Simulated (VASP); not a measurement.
A VASP calculation is set up with these files.

### INCAR
```
SYSTEM = ZnF2
PREC = Accurate
ENCUT = 400
EDIFF = 1E-6
NELM = 100
ALGO = Normal
LREAL = .FALSE.
LASPH = .TRUE.
ISMEAR = -1
SIGMA = 0.05
GGA = PE
LMAXMIX = 4
LWAVE = .FALSE.
LCHARG = .FALSE.
ISIF = 2
```

**POSCAR**
```
ZnF2
1
    4.7235000000     0.0000000000     0.0000000000
    0.0000000000     4.7235000000     0.0000000000
    0.0000000000     0.0000000000     3.1456500000
Zn F
2 4
Direct
  0.0000000000   0.0000000000   0.0000000000
  0.5000000000   0.5000000000   0.5000000000
  0.3030000000   0.3030000000   0.0000000000
  0.8030000000   0.1970000000   0.5000000000
  0.1970000000   0.8030000000   0.5000000000
  0.6970000000   0.6970000000   0.0000000000
```

KPOINTS:
```
Automatic mesh
0
Gamma
5 5 7
0 0 0
```

POTCAR, in this order: Zn F (PBE.64 set). Program: vasp_std.

Task: Translate this PBE calculation to Quantum ESPRESSO's pw.x.

Result: One equivalent input (not run):
```
&CONTROL
  calculation = 'scf'
  pseudo_dir = './pseudo'
  outdir = './out'
  tprnfor = .true.
  tstress = .true.
/
&SYSTEM
  ibrav = 0
  nat = 6
  ntyp = 2
  ecutwfc = 84
  occupations = 'smearing'
  smearing = 'fermi-dirac'
  degauss = 0.003675
  input_dft = 'pbe'
/
&ELECTRONS
  conv_thr = 7.3e-08
  electron_maxstep = 100
/
ATOMIC_SPECIES
  Zn 65.380 Zn.upf
  F 18.998 F.upf
CELL_PARAMETERS angstrom
     4.7235000    0.0000000    0.0000000
     0.0000000    4.7235000    0.0000000
     0.0000000    0.0000000    3.1456500
ATOMIC_POSITIONS crystal
  Zn   0.0000000  0.0000000  0.0000000
  Zn   0.5000000  0.5000000  0.5000000
  F    0.3030000  0.3030000  0.0000000
  F    0.8030000  0.1970000  0.5000000
  F    0.1970000  0.8030000  0.5000000
  F    0.6970000  0.6970000  0.0000000
K_POINTS automatic
  5 5 7 0 0 0
```
The two are equivalent in intent, not identical: the potentials are each code's own (VASP's PAW set, PseudoDojo norm-conserving files in pw.x), so ENCUT and ecutwfc are chosen apart and not converted; conv_thr bounds pw.x's estimated SCF error, while EDIFF bounds the energy change between steps.

The structure is a typed ZnF2 crystal (P4_2/mnm). The cell was not relaxed at this level.
